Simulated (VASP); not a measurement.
# Quasiparticle energies of NaCl in VASP, part 3 of 5

How does the gap of NaCl change from the starting functional to GW? The cell is of the rock-salt type, one of the forms listed for this formula, which need not be the common one. The start is a cell from a database of measured crystal structures.

VASP 6.6.1, plane waves and PAW; the level of theory is named at each step.

So far, quasiparticle gap on the mesh (eV): step 4 (evGW0) 8.62. Also gap on the k-mesh (eV): step 3 (empty bands, functional PBE) 5.15.

The database entry behind the starting cell differs from later determinations by our own check (an axis about 0.4 % short against later determinations), so it need not match the best structure at ambient conditions.

**5. evGW**

This step: evGW on PBE; plane waves and PAW (Cl_GW, Na_sv_GW) (VASP 6.6.1).

The levels are updated in both G and W; wider gaps weaken the screening and open the gap further.

File INCAR:

```
SYSTEM = NaCl
PREC = Accurate
ENCUT = 400
ISMEAR = 0
SIGMA = 0.01
LREAL = .FALSE.
GGA = PE
NBANDS = 288
ALGO = EVGW
NELMGW = 4
ENCUTGW = 200
NOMEGA = 64
PRECFOCK = Fast
NBANDSGW = 16
LWAVE = .FALSE.
LCHARG = .FALSE.
```

File POSCAR:

```
NaCl
1.0
    0.0000000000      2.8100000000      2.8100000000
    2.8100000000      0.0000000000      2.8100000000
    2.8100000000      2.8100000000      0.0000000000
Cl Na
1 1
Direct
    0.5000000000      0.5000000000      0.5000000000
    0.0000000000      0.0000000000      0.0000000000
```

File KPOINTS:

```
Automatic mesh
0
Gamma
4 4 4
0 0 0
```

The projector-augmented-wave data sets are Cl_GW and Na_sv_GW (PBE family, release 64).

The run is started by

```sh
mpirun -np 8 vasp_std
```

The program printed:

```text
[banner, memory and clock lines left out]
running    8 mpi-ranks, on    1 nodes
 distrk:  each k-point on    8 cores,    1 groups
 distr:  one band on    1 cores,    8 groups

 POSCAR found type information on POSCAR ClNa
 POSCAR found :  2 types and       2 ions
 [... a notice as in an earlier step ...]

 [... a notice as in an earlier step ...]

 LDA part: xc-table for (Slater+PW92), standard interpolation
 found WAVECAR, reading the header
 POSCAR, INCAR and KPOINTS ok, starting setup
 FFT: planning ... GRIDC
 FFT: planning ... GRID_SOFT
 FFT: planning ... GRID
 reading WAVECAR
 the WAVECAR file was read successfully
 initial charge from wavefunction
 available memory per node:     71.18 GB, setting MAXMEM to     72892

 The Fermi energy was updated, please check that it is located mid-gap
 values below the HOMO (VB) or above the LUMO (CB) will cause erroneous energies
 E-fermi :   1.7043

 calculate exact exchange contribution
 the WAVEDER file was read successfully
energies w=
    0.000    0.000    1.242    0.000    2.481    0.000    3.714    0.000
    4.940    0.000    6.156    0.000    7.361    0.000    8.552    0.000
    9.729    0.000   10.891    0.000   12.037    0.000   13.167    0.000
   14.283    0.000   15.384    0.000   16.471    0.000   17.545    0.000
   18.608    0.000   19.661    0.000   20.705    0.000   21.743    0.000
   22.776    0.000   23.806    0.000   24.835    0.000   25.865    0.000
   26.900    0.000   27.940    0.000   28.989    0.000   30.050    0.000
   31.125    0.000   32.217    0.000   33.331    0.000   34.469    0.000
   35.636    0.000   36.836    0.000   38.074    0.000   39.355    0.000
   40.685    0.000   42.071    0.000   43.521    0.000   45.042    0.000
   46.646    0.000   48.344    0.000   50.148    0.000   52.074    0.000
   54.139    0.000   56.366    0.000   58.779    0.000   61.409    0.000
   64.292    0.000   67.474    0.000   71.009    0.000   74.968    0.000
   79.436    0.000   84.528    0.000   90.389    0.000   97.215    0.000
  105.268    0.000  114.918    0.000  126.691    0.000  141.371    0.000
  160.175    0.000  185.101    0.000  219.675    0.000  270.757    0.000
 responsefunction array rank=     296
 LDA part: xc-table for (Slater+PW92), standard interpolation

 min. memory requirement per mpi rank    192.7 MB, per node   1541.7 MB

 allocating   8 responsefunctions rank=   296
 shmem allocating  64 responsefunctions rank=   296
 response function shared by NCSHMEM nodes    1
 Doing            8  frequencies on each core in blocks of           64
NQ=   1    0.0000    0.0000    0.0000,
|.........|.........|.........|.........|.........|.........|.........|.........
 performed        360000 updates of chi_q(r,r)
 total number of BLAS operations        230.94 Gflops
NQ=   2    0.2500    0.0000    0.0000,
|.........|.........|.........|.........|.........|.........|.........|.........
 performed       1052000 updates of chi_q(r,r)
 total number of BLAS operations        693.47 Gflops
NQ=   3    0.5000    0.0000    0.0000,
|.........|.........|.........|.........|.........|.........|.........|.........
 performed       1578000 updates of chi_q(r,r)
 total number of BLAS operations       1004.99 Gflops
NQ=   4    0.2500    0.2500    0.0000,
|.........|.........|.........|.........|.........|.........|.........|.........
 performed       2205000 updates of chi_q(r,r)
 total number of BLAS operations       1427.31 Gflops
NQ=   5    0.5000    0.2500    0.0000,
|.........|.........|.........|.........|.........|.........|.........|.........
 performed       3044000 updates of chi_q(r,r)
 total number of BLAS operations       1965.31 Gflops
NQ=   6   -0.2500    0.2500    0.0000,
|.........|.........|.........|.........|.........|.........|.........|.........
 performed       3791000 updates of chi_q(r,r)
 total number of BLAS operations       2444.25 Gflops
NQ=   7    0.5000    0.5000    0.0000,
|.........|.........|.........|.........|.........|.........|.........|.........
 performed       4280000 updates of chi_q(r,r)
 total number of BLAS operations       2764.55 Gflops
NQ=   8   -0.2500    0.5000    0.2500,
|.........|.........|.........|.........|.........|.........|.........|.........
 performed       4916000 updates of chi_q(r,r)
 total number of BLAS operations       3164.03 Gflops
 resolving degeneracies of screened two electron integrals

 calculate QP shifts <psi_nk| G(iteration)W_0 |psi_nk>: iteration 1
 allocating   8 responsefunctions rank=   296
 shmem allocating  64 responsefunctions rank=   296
 response function shared by NCSHMEM nodes    1
 Doing            8  frequencies on each core in blocks of           64
NQ=   1    0.0000    0.0000    0.0000,
|.........|.........|.........|.........|.........|.........|.........|.........
 performed        360000 updates of chi_q(r,r)
 total number of BLAS operations        230.94 Gflops
NQ=   2    0.2500    0.0000    0.0000,
|.........|.........|.........|.........|.........|.........|.........|.........
 performed       1052000 updates of chi_q(r,r)
 total number of BLAS operations        693.47 Gflops
NQ=   3    0.5000    0.0000    0.0000,
|.........|.........|.........|.........|.........|.........|.........|.........
 performed       1578000 updates of chi_q(r,r)
 total number of BLAS operations       1004.99 Gflops
NQ=   4    0.2500    0.2500    0.0000,
|.........|.........|.........|.........|.........|.........|.........|.........
 performed       2205000 updates of chi_q(r,r)
 total number of BLAS operations       1427.31 Gflops
NQ=   5    0.5000    0.2500    0.0000,
|.........|.........|.........|.........|.........|.........|.........|.........
 performed       3044000 updates of chi_q(r,r)
 total number of BLAS operations       1965.31 Gflops
NQ=   6   -0.2500    0.2500    0.0000,
|.........|.........|.........|.........|.........|.........|.........|.........
 performed       3791000 updates of chi_q(r,r)
 total number of BLAS operations       2444.25 Gflops
NQ=   7    0.5000    0.5000    0.0000,
|.........|.........|.........|.........|.........|.........|.........|.........
 performed       4280000 updates of chi_q(r,r)
 total number of BLAS operations       2764.55 Gflops
NQ=   8   -0.2500    0.5000    0.2500,
|.........|.........|.........|.........|.........|.........|.........|.........
 performed       4916000 updates of chi_q(r,r)
 total number of BLAS operations       3164.03 Gflops
 resolving degeneracies of screened two electron integrals

 calculate QP shifts <psi_nk| G(iteration)W_0 |psi_nk>: iteration 2
 allocating   8 responsefunctions rank=   296
 shmem allocating  64 responsefunctions rank=   296
 response function shared by NCSHMEM nodes    1
 Doing            8  frequencies on each core in blocks of           64
NQ=   1    0.0000    0.0000    0.0000,
|.........|.........|.........|.........|.........|.........|.........|.........
 performed        360000 updates of chi_q(r,r)
 total number of BLAS operations        230.94 Gflops
NQ=   2    0.2500    0.0000    0.0000,
|.........|.........|.........|.........|.........|.........|.........|.........
 performed       1052000 updates of chi_q(r,r)
 total number of BLAS operations        693.47 Gflops
NQ=   3    0.5000    0.0000    0.0000,
|.........|.........|.........|.........|.........|.........|.........|.........
 performed       1578000 updates of chi_q(r,r)
 total number of BLAS operations       1004.99 Gflops
NQ=   4    0.2500    0.2500    0.0000,
|.........|.........|.........|.........|.........|.........|.........|.........
 performed       2205000 updates of chi_q(r,r)
 total number of BLAS operations       1427.31 Gflops
NQ=   5    0.5000    0.2500    0.0000,
|.........|.........|.........|.........|.........|.........|.........|.........
 performed       3044000 updates of chi_q(r,r)
 total number of BLAS operations       1965.31 Gflops
NQ=   6   -0.2500    0.2500    0.0000,
|.........|.........|.........|.........|.........|.........|.........|.........
 performed       3791000 updates of chi_q(r,r)
 total number of BLAS operations       2444.25 Gflops
NQ=   7    0.5000    0.5000    0.0000,
|.........|.........|.........|.........|.........|.........|.........|.........
 performed       4280000 updates of chi_q(r,r)
 total number of BLAS operations       2764.55 Gflops
NQ=   8   -0.2500    0.5000    0.2500,
|.........|.........|.........|.........|.........|.........|.........|.........
 performed       4916000 updates of chi_q(r,r)
 total number of BLAS operations       3164.03 Gflops
 resolving degeneracies of screened two electron integrals

 calculate QP shifts <psi_nk| G(iteration)W_0 |psi_nk>: iteration 3
 allocating   8 responsefunctions rank=   296
 shmem allocating  64 responsefunctions rank=   296
 response function shared by NCSHMEM nodes    1
 Doing            8  frequencies on each core in blocks of           64
NQ=   1    0.0000    0.0000    0.0000,
|.........|.........|.........|.........|.........|.........|.........|.........
 performed        360000 updates of chi_q(r,r)
 total number of BLAS operations        230.94 Gflops
NQ=   2    0.2500    0.0000    0.0000,
|.........|.........|.........|.........|.........|.........|.........|.........
 performed       1052000 updates of chi_q(r,r)
 total number of BLAS operations        693.47 Gflops
NQ=   3    0.5000    0.0000    0.0000,
|.........|.........|.........|.........|.........|.........|.........|.........
 performed       1578000 updates of chi_q(r,r)
 total number of BLAS operations       1004.99 Gflops
NQ=   4    0.2500    0.2500    0.0000,
|.........|.........|.........|.........|.........|.........|.........|.........
 performed       2205000 updates of chi_q(r,r)
 total number of BLAS operations       1427.31 Gflops
NQ=   5    0.5000    0.2500    0.0000,
|.........|.........|.........|.........|.........|.........|.........|.........
 performed       3044000 updates of chi_q(r,r)
 total number of BLAS operations       1965.31 Gflops
NQ=   6   -0.2500    0.2500    0.0000,
|.........|.........|.........|.........|.........|.........|.........|.........
 performed       3791000 updates of chi_q(r,r)
 total number of BLAS operations       2444.25 Gflops
NQ=   7    0.5000    0.5000    0.0000,
|.........|.........|.........|.........|.........|.........|.........|.........
 performed       4280000 updates of chi_q(r,r)
 total number of BLAS operations       2764.55 Gflops
NQ=   8   -0.2500    0.5000    0.2500,
|.........|.........|.........|.........|.........|.........|.........|.........
 performed       4916000 updates of chi_q(r,r)
 total number of BLAS operations       3164.03 Gflops
 resolving degeneracies of screened two electron integrals

 calculate QP shifts <psi_nk| G(iteration)W_0 |psi_nk>: iteration 4
 entering main loop
```

It took 87 s on 8 MPI ranks of Intel Xeon 6975P-C (Granite Rapids), shared host; peak memory 2.3 GiB.

OUTCAR, selected parts (step 5):

```text
   NELECT =      16.0000    total number of electrons

 E-fermi :   1.7043

 QP shifts <psi_nk| G(iteration)W_0 |psi_nk>: iteration 2
 k-point   1 :       0.0000    0.0000    0.0000
  band No. old QP-enery  QP-energies   sigma(KS)   T+V_ion+V_H  V^pw_x(r,r')   Z            occupation Imag(sigma)
    ...
      5     -15.1962     -16.2853     -18.1040       1.4078     -24.2361       0.7260       2.0000       0.7407
      6      -2.9873      -3.6105     -17.3950      13.6625     -18.9062       0.8363       2.0000       0.0848
      7      -2.9873      -3.6105     -17.3950      13.6625     -18.9062       0.8363       2.0000       0.0848
      8      -2.9873      -3.6105     -17.3950      13.6625     -18.9062       0.8363       2.0000       0.0848
      9       5.1244       5.4285      -6.9770      12.4454      -4.0622       0.8840       0.0000      -0.0879
     10      11.3277      11.7116      -6.7152      18.4816      -3.5114       0.8748       0.0000      -0.1066
     11      11.3277      11.7116      -6.7152      18.4816      -3.5114       0.8748       0.0000      -0.1066
     12      11.3277      11.7116      -6.7152      18.4816      -3.5114       0.8748       0.0000      -0.1066
    ...

 k-point   2 :       0.2500    0.0000    0.0000
  band No. old QP-enery  QP-energies   sigma(KS)   T+V_ion+V_H  V^pw_x(r,r')   Z            occupation Imag(sigma)
    ...
      5     -15.0161     -16.1113     -18.3376       1.8100     -24.4146       0.7246       2.0000       0.7035
      6      -4.2087      -4.8783     -16.0991      11.0896     -17.7109       0.8362       2.0000       0.0965
      7      -3.1526      -3.7816     -17.2434      13.3390     -18.7746       0.8366       2.0000       0.0865
      8      -3.1526      -3.7816     -17.2434      13.3390     -18.7746       0.8366       2.0000       0.0865
      9       6.6552       6.9790      -7.4847      14.5090      -4.5050       0.8772       0.0000      -0.0925
     10      10.1491      10.5295      -6.9397      17.5251      -3.7718       0.8719       0.0000      -0.1078
     11      11.7047      12.1068      -7.1832      19.3497      -3.9292       0.8707       0.0000      -0.1106
     12      11.7047      12.1068      -7.1832      19.3497      -3.9292       0.8707       0.0000      -0.1106
    ...

 QP shifts <psi_nk| G(iteration)W_0 |psi_nk>: iteration 3
 k-point   1 :       0.0000    0.0000    0.0000
  band No. old QP-enery  QP-energies   sigma(KS)   T+V_ion+V_H  V^pw_x(r,r')   Z            occupation Imag(sigma)
    ...
      5     -16.2853     -16.7092     -18.2712       1.4078     -24.2361       0.7333       2.0000       0.6419
      6      -3.6105      -3.7679     -17.4586      13.6625     -18.9062       0.8482       2.0000       0.0754
      7      -3.6105      -3.7679     -17.4586      13.6625     -18.9062       0.8482       2.0000       0.0754
      8      -3.6105      -3.7679     -17.4586      13.6625     -18.9062       0.8482       2.0000       0.0754
      9       5.4285       5.5132      -6.9220      12.4454      -4.0622       0.8921       0.0000      -0.0821
     10      11.7116      11.8149      -6.6531      18.4816      -3.5114       0.8832       0.0000      -0.0979
     11      11.7116      11.8149      -6.6531      18.4816      -3.5114       0.8832       0.0000      -0.0979
     12      11.7116      11.8149      -6.6531      18.4816      -3.5114       0.8832       0.0000      -0.0979
    ...

 QP shifts <psi_nk| G(iteration)W_0 |psi_nk>: iteration 4
 k-point   1 :       0.0000    0.0000    0.0000
  band No. old QP-enery  QP-energies   sigma(KS)   T+V_ion+V_H  V^pw_x(r,r')   Z            occupation Imag(sigma)
    ...
      5     -16.7092     -16.8321     -18.2845       1.4078     -24.2361       0.7338       2.0000       0.6385
      6      -3.7679      -3.8077     -17.4771      13.6625     -18.9062       0.8512       2.0000       0.0730
      7      -3.7679      -3.8077     -17.4771      13.6625     -18.9062       0.8512       2.0000       0.0730
      8      -3.7679      -3.8077     -17.4771      13.6625     -18.9062       0.8512       2.0000       0.0730
      9       5.5132       5.5354      -6.9073      12.4454      -4.0622       0.8941       0.0000      -0.0805
     10      11.8149      11.8415      -6.6366      18.4816      -3.5114       0.8854       0.0000      -0.0958
     11      11.8149      11.8415      -6.6366      18.4816      -3.5114       0.8854       0.0000      -0.0958
     12      11.8149      11.8415      -6.6366      18.4816      -3.5114       0.8854       0.0000      -0.0958
    ...

[... 16 parts as in an earlier step ...]

[... 22 further parts left out ...]
```

Numbers from this step:

```yaml
quasiparticle_gap_on_the_mesh: 9.343 eV
smallest_direct_quasiparticle_gap_on_the_mesh: 9.343 eV
```

QP gap by iteration, by row:

| iteration | gap (eV) | direct gap (eV) |
| --- | --- | --- |
| 1 | 8.112 | 8.112 |
| 2 | 9.039 | 9.039 |
| 3 | 9.281 | 9.281 |
| 4 | 9.343 | 9.343 |

GW takes the gap from 5.155 to 9.343 eV. That is +720 meV against evGW0 on PBE. The last pass still moved it by +62 meV. The value holds for 288 bands, ENCUTGW = 200 eV and this mesh, and isn't shown to be converged in them.

(Part 3 of 5 ends here.)

[Lines on the potential files, build, host, timing and source positions are cut from VASP's logs without a mark.]

[Logs are printed without paths, hosts, clocks, repeated set-up lines and the standing remarks that a program may print on its own settings, such as how far it seeks lower states.]

[Hosts, paths, dates, database ids (printed as entryN), source tags and the programs' standing remarks are cut or masked in the printed files.]

[Pressures printed for these runs are not shown converged in the cutoff: they can be off by several GPa and have the wrong sign.]

[In band tables of VASP the shares of atoms and orbitals are scaled to a sum of 1 inside the atoms' spheres.]
